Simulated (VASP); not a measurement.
Wanted: the native input for a VASP 6.6.1 run.

- Task: single point
- Functional: PBE
- Potentials or basis: VASP PAW PBE potentials, release 64 (O, Hg, S)
- Cutoff: 520 eV
- k mesh: 4 × 4 × 4
- Occupations: fermi-dirac, width 0.02 eV
- Spin: collinear spin, zero start
- Starting moments: [0.0, -0.0, -0.0, -0.0] μB
- Dipole correction: no
- Further INCAR settings: ALGO = Normal; EDIFF = 1e-07; NBANDS = 30

The structure of Hg2SO lies in POSCAR:

```
Hg2SO
1.0
    3.9826510783      0.0000000000      0.0000000000
    0.0000000000      3.9826510783      0.0000000000
    0.0000000000      0.0000000000      5.4147933259
O Hg S
1 2 1
Direct
    0.0000000000      0.0000000000      0.0000000000
    0.0000000000      0.5000000000      0.7900315664
    0.5000000000      0.0000000000      0.2099684336
    0.5000000000      0.5000000000      0.5000000000
```

The cell was built by a generator and needn't be a form met in nature.

The input as run:

INCAR

```
SYSTEM = Hg2SO
PREC     = Accurate       ! precision mode
ENCUT    = 520            ! plane-wave cutoff, eV
EDIFF    = 1E-7           ! SCF threshold, eV
ISMEAR   = -1             ! smearing method
SIGMA    = 0.02           ! smearing width, eV
LREAL    = .FALSE.        ! projectors in reciprocal space
LASPH    = .TRUE.         ! aspherical terms in the spheres
NELM     = 150            ! most SCF steps
ALGO     = Normal         ! electronic algorithm
ISIF     = 2              ! what is computed and relaxed
LWAVE    = .FALSE.        ! write WAVECAR
LCHARG   = .TRUE.         ! write CHGCAR
ISPIN    = 2              ! spin polarisation
MAGMOM   = 0 0 0 0        ! initial moments
LORBIT   = 11             ! projections on sites
GGA      = PE             ! functional
LELF     = .TRUE.         ! ELF
LVHAR    = .TRUE.       
NBANDS   = 30             ! bands
```

KPOINTS

```
Automatic mesh
0
G
  4 4 4
  0 0 0
```

Potentials or basis: VASP PAW PBE potentials, release 64 (O, Hg, S).

Run with:

```bash
$ cat potpaw_PBE.64/O/POTCAR potpaw_PBE.64/Hg/POTCAR potpaw_PBE.64/S/POTCAR > POTCAR
$ mpirun -np 1 vasp_std > vasp.out
```

Results of the run:

- Pressure: 3.2 GPa
- Largest force: 0.144 eV/Å
- Band gap on the k mesh: none (metal or under the smearing width)
- Net moment: 0.00 μB per cell
- Valence electrons inside the program's atomic spheres: O 4.86; Hg 10.43; S 3.67

Caveat: the k mesh is coarse (spacing up to 0.39 Å⁻¹), so the values aren't converged.

Wall time 38 s on 1 thread of Intel(R) Xeon(R) 6975P-C (Granite Rapids), with other jobs on the host, peak memory 0.25 GiB.
